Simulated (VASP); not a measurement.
An input for Quantum ESPRESSO's pw.x (written as the equivalent of a VASP run, and not itself run):

```
&CONTROL
  calculation = 'vc-relax'
  pseudo_dir = './pseudo'
  outdir = './out'
  tprnfor = .true.
  tstress = .true.
  nstep = 60
  forc_conv_thr = 0.00078
/
&SYSTEM
  ibrav = 0
  nat = 6
  ntyp = 2
  ecutwfc = 84
  occupations = 'smearing'
  smearing = 'gaussian'
  degauss = 0.003675
  input_dft = 'pbe'
/
&ELECTRONS
  conv_thr = 7.3e-08
  electron_maxstep = 100
/
&IONS
/
&CELL
/
ATOMIC_SPECIES
  Si 28.085 Si.upf
  O 15.999 O.upf
CELL_PARAMETERS angstrom
     4.2283174   -0.0000000    0.0000000
     0.0000000    4.2283174    0.0000000
     0.0000000    0.0000000    2.6980831
ATOMIC_POSITIONS crystal
  Si   0.0000000  0.0000000  0.0000000
  Si   0.5000000  0.5000000  0.5000000
  O    0.3067424  0.3067424  1.0000000
  O    0.8067424  0.1932576  0.5000000
  O    0.1932576  0.8067424  0.5000000
  O    0.6932576  0.6932576  0.0000000
K_POINTS automatic
  5 5 7 0 0 0
```

Problem. Write the VASP files for the same calculation (PBE).

Solution. This is not unique; one that fits is 
File KPOINTS:
```
Automatic mesh
0
Gamma
5 5 7
0 0 0
```

POSCAR:
```
SiO2
1
    4.2283174486    -0.0000000000     0.0000000000
    0.0000000000     4.2283174486     0.0000000000
    0.0000000000     0.0000000000     2.6980831327
Si O
2 4
Direct
  0.0000000000   0.0000000000   0.0000000000
  0.5000000000   0.5000000000   0.5000000000
  0.3067423713   0.3067423713   1.0000000000
  0.8067423713   0.1932576287   0.5000000000
  0.1932576287   0.8067423713   0.5000000000
  0.6932576287   0.6932576287   0.0000000000
```

INCAR:
```
ALGO  =  Normal
EDIFF  =  1E-6
EDIFFG  =  -0.02
ENCUT  =  520
GGA  =  PE
IBRION  =  2
ISIF  =  3
ISMEAR  =  0
LASPH  =  .TRUE.
LCHARG  =  .FALSE.
LREAL  =  .FALSE.
LWAVE  =  .FALSE.
NELM  =  100
NSW  =  60
PREC  =  Accurate
SIGMA  =  0.05
SYSTEM  =  SiO2
```

POTCAR, in this order: Si O (PBE.64 set). Program: vasp_std.

What does not carry over: the potentials are each code's own (VASP's PAW set, PseudoDojo norm-conserving files in pw.x), so ENCUT and ecutwfc are chosen apart and not converted; conv_thr bounds pw.x's estimated SCF error, while EDIFF bounds the energy change between steps; forc_conv_thr acts on force components and is met together with etot_conv_thr.

The compound is SiO2 in the rutile structure, stishovite, a high-pressure form. This run relaxes it. Symmetry was kept, so distortions that lower it aren't found. The start is the result of an earlier pass.
